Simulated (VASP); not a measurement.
# B12Ru (Pm-3m) in VASP: a series of runs, part 2 of 3

VASP 6.6.1. The steps go on from the part before.

### 3 Relaxation of cell and atoms, PBE (random cell by space group and Wyckoff sites (Pm-3m, No. 221))

File INCAR:

```
PREC = Accurate ; ENCUT = 600
EDIFF = 1E-7 ; ISMEAR = 0
SIGMA = 0.1 ; LREAL = F
LASPH = T ; NELM = 60
ALGO = Normal ; ISIF = 3
LWAVE = F ; LCHARG = F
GGA = PE ; IBRION = 2
NSW = 100 ; EDIFFG = -0.01
```

File KPOINTS:

```
Automatic mesh
0
Gamma
  8 8 8
```

File POSCAR:

```
B12Ru
1.0
    4.4897323526      0.0000000000      0.0000000000
    0.0000000000      4.4897323526      0.0000000000
    0.0000000000      0.0000000000      4.4897323526
B Ru
12 1
Direct
    0.5000000000      0.7917173859      0.7917173859
    0.5000000000      0.2082826141      0.7917173859
    0.5000000000      0.7917173859      0.2082826141
    0.5000000000      0.2082826141      0.2082826141
    0.7917173859      0.5000000000      0.7917173859
    0.7917173859      0.5000000000      0.2082826141
    0.2082826141      0.5000000000      0.7917173859
    0.2082826141      0.5000000000      0.2082826141
    0.7917173859      0.7917173859      0.5000000000
    0.2082826141      0.7917173859      0.5000000000
    0.7917173859      0.2082826141      0.5000000000
    0.2082826141      0.2082826141      0.5000000000
    0.0000000000      0.0000000000      0.0000000000
```

Potentials or basis: VASP PAW PBE potentials, release 64 (B, Ru_pv).

On the command line:

```console
cat potpaw_PBE.64/B/POTCAR potpaw_PBE.64/Ru_pv/POTCAR > POTCAR
mpirun -np 1 vasp_std > vasp.out
```

OUTCAR:

```text
PREC = Accurate
   ENCUT = 600
   EDIFF = 1E-7
   ISMEAR = 0
   LREAL = F
   LASPH = T
   NELM = 60
   ISIF = 3
   GGA = PE
   IBRION = 2
   NSW = 100
   EDIFFG = -0.01

 ion  position               nearest neighbor table
   1  0.500  0.792  0.792-   5 1.85   7 1.85   9 1.85  10 1.85   2 1.87   3 1.87  13 2.61  13 2.61

   2  0.500  0.208  0.792-   5 1.85   7 1.85  11 1.85  12 1.85   1 1.87   4 1.87  13 2.61  13 2.61

   3  0.500  0.792  0.208-   6 1.85   8 1.85   9 1.85  10 1.85   1 1.87   4 1.87  13 2.61  13 2.61
[... 17 lines left out ...]
  12  0.208  0.208  0.500-   2 1.85   4 1.85   7 1.85   8 1.85  10 1.87  11 1.87  13 2.61  13 2.61

  13  0.000  0.000  0.000-   1 2.61   2 2.61   3 2.61   4 2.61   5 2.61   6 2.61   7 2.61   8 2.61
                             9 2.61  10 2.61  11 2.61  12 2.61   9 2.61  10 2.61  11 2.61  12 2.61

  LATTYP: Found a simple cubic cell.
 ALAT       =     4.4897323526

  Lattice vectors:

 A1 = (   4.4897323526,   0.0000000000,   0.0000000000)
 A2 = (   0.0000000000,   4.4897323526,   0.0000000000)
 A3 = (   0.0000000000,   0.0000000000,   4.4897323526)

Analysis of symmetry for initial positions (statically):
=====================================================================
 Subroutine PRICEL returns:
 Original cell was already a primitive cell.

 Routine SETGRP: Setting up the symmetry group for a
 simple cubic supercell.

 Subroutine GETGRP returns: Found 48 space group operations
 (whereof 48 operations were pure point group operations)
 out of a pool of 48 trial point group operations.

The static configuration has the point symmetry O_h .

Analysis of symmetry for dynamics (positions and initial velocities):
=====================================================================
 Subroutine PRICEL returns:
 Original cell was already a primitive cell.

 Routine SETGRP: Setting up the symmetry group for a
 simple cubic supercell.
[... 154 lines left out ...]
   AEXX    =    0.0000 exact exchange contribution
   IVDW    =     0    specifies the selected vdW correction
   LEPSILON=     F    determine dielectric tensor
   LRPA    =     F    only Hartree local field effects (RPA)
 conjugate gradient relaxation of ions
 non-spin polarized calculation
 Gauss-broadening in eV      SIGMA  =   0.10
  energy-cutoff  :      600.00
  volume of cell :       90.50
 maximum number of plane-waves:      3050
 NGX is ok and might be reduce to    36
   NGX = 17   NGY = 17   NGZ = 17

--------------------------------------- Ionic step        1  -------------------------------------------

 number of electron      49.9999993 magnetization

 Free energy of the ion-electron system (eV)
  ---------------------------------------------------
  ext. energy  EPLUGINS =         0.00000000
  ---------------------------------------------------
  free energy    TOTEN  =       -77.68303547 eV

  energy without entropy =      -77.65210732  energy(sigma->0) =      -77.66757139

------------------------ aborting loop because EDIFF is reached ----------------------------------------

  FORCE on cell =-STRESS in cart. coord.  units (eV):
  Direction    XX          YY          ZZ          XY          YZ          ZX
  --------------------------------------------------------------------------------------
  -------------------------------------------------------------------------------------
  Total       -0.4498032     -0.4498032     -0.4498032     -0.0000000     -0.0000000      0.0000000
  in kB       -7.9629094     -7.9629094     -7.9629094     -0.0000000     -0.0000000      0.0000000
  external PRESSURE =      -7.9629094 kB  Pullay stress =       0.0000000 kB
[... 128 lines left out ...]
--------------------------------------- Ionic step        4  -------------------------------------------

 number of electron      49.9999993 magnetization

 Free energy of the ion-electron system (eV)
  ---------------------------------------------------
  ext. energy  EPLUGINS =         0.00000000
  ---------------------------------------------------
  free energy    TOTEN  =       -77.69126327 eV

  energy without entropy =      -77.65809706  energy(sigma->0) =      -77.67468016

 E-fermi :   9.0437     XC(G=0): -12.7564

 val. band max:        9.0357709418   @ k =   0.3750   0.1250   0.0000
 cond. band min:       9.0583768722   @ k =   0.2500   0.0000   0.0000
 fundamental gap:      0.0226059304
 Fermi energy:         9.0436925413

 k-point     1 :       0.0000    0.0000    0.0000
  band No.  band energies     occupation
      1     -33.3013      2.00000
      2     -33.3013      2.00000
      3     -33.3013      2.00000
      4      -7.4538      2.00000
      5      -2.0926      2.00000
      6      -2.0926      2.00000
[... 829 lines left out ...]
     31      11.7315      0.00000
     32      12.2661      0.00000

 [... further k-points ...]

------------------------ aborting loop because EDIFF is reached ----------------------------------------

  FORCE on cell =-STRESS in cart. coord.  units (eV):
  Direction    XX          YY          ZZ          XY          YZ          ZX
  --------------------------------------------------------------------------------------
  -------------------------------------------------------------------------------------
  Total        0.0232176      0.0232176      0.0232176      0.0000000      0.0000000     -0.0000000
  in kB        0.4119406      0.4119406      0.4119406      0.0000000      0.0000000     -0.0000000
  external PRESSURE =       0.4119406 kB  Pullay stress =       0.0000000 kB
[... 28 lines left out ...]
  FREE ENERGIE OF THE ION-ELECTRON SYSTEM (eV)
  ---------------------------------------------------
  free  energy   TOTEN  =       -77.6912632656 eV

  energy  without entropy=      -77.6580970621  energy(sigma->0) =      -77.67468016

 reached required accuracy - stopping structural energy minimisation
```

OSZICAR:

```text
N       E                     dE             d eps       ncg     rms          rms(c)
DAV:   1     0.284665738759E+03    0.28467E+03   -0.27304E+04  2256   0.167E+03
DAV:   2    -0.632163268383E+02   -0.34788E+03   -0.33419E+03  2608   0.367E+02
DAV:   3    -0.851034617503E+02   -0.21887E+02   -0.20586E+02  3016   0.740E+01
DAV:   4    -0.856202184198E+02   -0.51676E+00   -0.50770E+00  2752   0.102E+01
[... 40 lines left out ...]
DAV:   5    -0.776912694704E+02   -0.21920E-05   -0.20960E-04  2664   0.778E-02    0.367E-02
DAV:   6    -0.776912638033E+02    0.56671E-05   -0.19279E-05  2808   0.239E-02    0.594E-03
DAV:   7    -0.776912634008E+02    0.40243E-06   -0.12469E-06  2680   0.668E-03    0.174E-03
DAV:   8    -0.776912632937E+02    0.10715E-06   -0.66256E-08  1536   0.172E-03    0.432E-04
DAV:   9    -0.776912632656E+02    0.28097E-07   -0.17184E-08  1312   0.718E-04
   4 F= -.77691263E+02 E0= -.77674680E+02  d E =-.190119E-02
```

CONTCAR:

```text
B12Ru
   1.00000000000000
     4.4863970371460411   -0.0000000000000000    0.0000000000000000
    -0.0000000000000000    4.4863970371460411   -0.0000000000000000
     0.0000000000000000   -0.0000000000000000    4.4863970371460411
  B               Ru
    12     1
Direct
     0.5000000000000000    0.7899834036415386    0.7899834036415386
     0.5000000000000000    0.2100165963584613    0.7899834036415386
     0.5000000000000000    0.7899834036415386    0.2100165963584613
     0.5000000000000000    0.2100165963584613    0.2100165963584613
     0.7899834036415386    0.5000000000000000    0.7899834036415386
     0.7899834036415386    0.5000000000000000    0.2100165963584613
     0.2100165963584613    0.5000000000000000    0.7899834036415386
     0.2100165963584613    0.5000000000000000    0.2100165963584613
     0.7899834036415386    0.7899834036415386    0.5000000000000000
     0.2100165963584613    0.7899834036415386    0.5000000000000000
     0.7899834036415386    0.2100165963584613    0.5000000000000000
     0.2100165963584613    0.2100165963584613    0.5000000000000000
     0.0000000000000000    1.0000000000000000    0.0000000000000000

  0.00000000E+00  0.00000000E+00  0.00000000E+00
  0.00000000E+00  0.00000000E+00  0.00000000E+00
  0.00000000E+00  0.00000000E+00  0.00000000E+00
  0.00000000E+00  0.00000000E+00  0.00000000E+00
  0.00000000E+00  0.00000000E+00  0.00000000E+00
  0.00000000E+00  0.00000000E+00  0.00000000E+00
  0.00000000E+00  0.00000000E+00  0.00000000E+00
  0.00000000E+00  0.00000000E+00  0.00000000E+00
  0.00000000E+00  0.00000000E+00  0.00000000E+00
  0.00000000E+00  0.00000000E+00  0.00000000E+00
  0.00000000E+00  0.00000000E+00  0.00000000E+00
  0.00000000E+00  0.00000000E+00  0.00000000E+00
  0.00000000E+00  0.00000000E+00  0.00000000E+00
```

It took 3.4 min on 1 thread of Intel Xeon Platinum 8488C (Sapphire Rapids), shared host; peak memory 0.27 GiB.

What came out:

```yaml
Free_energy: -77.6913 eV
Relaxed_volume: 6.95 Å³/atom
Relaxed_cell: a = 4.486 Å, b = 4.486 Å, c = 4.486 Å, α = 90.00°, β = 90.00°, γ = 90.00°
Space_group_after_relaxing_to_0.05_Å: Pm-3m (No. 221)
Energy_gained_by_relaxing: 0.6 meV/atom
Ionic_steps: 4
Pressure_after_relaxing: 0.0 GPa
Largest_force_after_relaxing: 0.004 eV/Å
Band_gap_on_the_k_mesh: none (metal or under the smearing width)
```

Forces in eV/Å, atoms in the order of the input:
```
B    0.000  0.003  0.003
B    0.000 -0.003  0.003
B    0.000  0.003 -0.003
B    0.000 -0.003 -0.003
B    0.003  0.000  0.003
B    0.003  0.000 -0.003
B   -0.003  0.000  0.003
B   -0.003  0.000 -0.003
B    0.003  0.003  0.000
B   -0.003  0.003  0.000
B    0.003 -0.003  0.000
B   -0.003 -0.003  0.000
Ru   0.000  0.000  0.000
```

Step by step:
```
step  energy change (eV)  largest force (eV/Å)  pressure (GPa)  volume (Å³)
   1              0.0000                0.1158           -0.80        90.50
   2             -0.0061                0.0539            0.56        90.05
   3             -0.0063                0.0378            0.90        89.94
   4             -0.0082                0.0036            0.04        90.30
```

Final structure:
```yaml
crystal:
  lattice:
    - [4.48640, 0.00000, 0.00000]
    - [0.00000, 4.48640, 0.00000]
    - [0.00000, 0.00000, 4.48640]
  atoms:
    - { symbol: B, position: [0.50000, 0.78998, 0.78998] }
    - { symbol: B, position: [0.50000, 0.21002, 0.78998] }
    - { symbol: B, position: [0.50000, 0.78998, 0.21002] }
    - { symbol: B, position: [0.50000, 0.21002, 0.21002] }
    - { symbol: B, position: [0.78998, 0.50000, 0.78998] }
    - { symbol: B, position: [0.78998, 0.50000, 0.21002] }
    - { symbol: B, position: [0.21002, 0.50000, 0.78998] }
    - { symbol: B, position: [0.21002, 0.50000, 0.21002] }
    - { symbol: B, position: [0.78998, 0.78998, 0.50000] }
    - { symbol: B, position: [0.21002, 0.78998, 0.50000] }
    - { symbol: B, position: [0.78998, 0.21002, 0.50000] }
    - { symbol: B, position: [0.21002, 0.21002, 0.50000] }
    - { symbol: Ru, position: [0.00000, 0.00000, 0.00000] }
```

### 4 Single point, PBE

File INCAR:

```
  PREC = Accurate
  ENCUT = 520
  EDIFF = 1E-6
  ISMEAR = 0
  SIGMA = 0.1
  LREAL = False
  LASPH = True
  NELM = 100
  ALGO = Fast
  ISIF = 2
  LWAVE = False
  LCHARG = False
  GGA = PE
  NBANDS = 37
```

File KPOINTS:

```
regular mesh
0
Gamma
  8 8 8
```

File POSCAR:

```
B12Ru
1.0
    4.4870158826      0.0000000000      0.0000000000
    0.0000000000      4.4870158826      0.0000000000
    0.0000000000      0.0000000000      4.4870158826
B Ru
12 1
Direct
    0.5000000000      0.7898322990      0.7898322990
    0.5000000000      0.2101677010      0.7898322990
    0.5000000000      0.7898322990      0.2101677010
    0.5000000000      0.2101677010      0.2101677010
    0.7898322990      0.5000000000      0.7898322990
    0.7898322990      0.5000000000      0.2101677010
    0.2101677010      0.5000000000      0.7898322990
    0.2101677010      0.5000000000      0.2101677010
    0.7898322990      0.7898322990      0.5000000000
    0.2101677010      0.7898322990      0.5000000000
    0.7898322990      0.2101677010      0.5000000000
    0.2101677010      0.2101677010      0.5000000000
    0.0000000000      0.0000000000      0.0000000000
```

On the command line:

```console
cat potpaw_PBE.64/B/POTCAR potpaw_PBE.64/Ru_pv/POTCAR > POTCAR
mpirun -np 1 vasp_std > vasp.out
```

Run time: 77 s. Hardware: 1 thread of Intel Xeon Platinum 8488C (Sapphire Rapids), shared host; peak memory 0.25 GiB.

It converged, with:

```
Free energy            : -77.6784 eV
Pressure               : 0.0 GPa
Largest force          : 0.014 eV/Å
Band gap on the k mesh : none (metal or under the smearing width)
```

Forces in eV/Å, atoms in the order of the input:
```
B    0.000  0.010  0.010
B    0.000 -0.010  0.010
B    0.000  0.010 -0.010
B    0.000 -0.010 -0.010
B    0.010  0.000  0.010
B    0.010  0.000 -0.010
B   -0.010  0.000  0.010
B   -0.010  0.000 -0.010
B    0.010  0.010  0.000
B   -0.010  0.010  0.000
B    0.010 -0.010  0.000
B   -0.010 -0.010  0.000
Ru   0.000  0.000  0.000
```

Levels at points of the mesh, in eV from the Fermi level:
```
           k point  band 22  band 23  band 24  band 25  band 26  band 27  band 28  band 29
(0.00, 0.00, 0.00)    -3.19    -0.50    -0.50    -0.50     0.65     0.65     3.49     3.49
(0.50, 0.00, 0.00)    -0.99    -0.17    -0.17    -0.16     0.19     0.68     1.61     2.52
(0.50, 0.50, 0.00)    -0.53    -0.43    -0.04    -0.04     0.33     0.79     0.79     1.39
(0.50, 0.50, 0.50)    -2.29    -2.06    -2.06    -2.06    -0.60    -0.60     1.30     1.30
```

(Continued in part 3 of 3.)
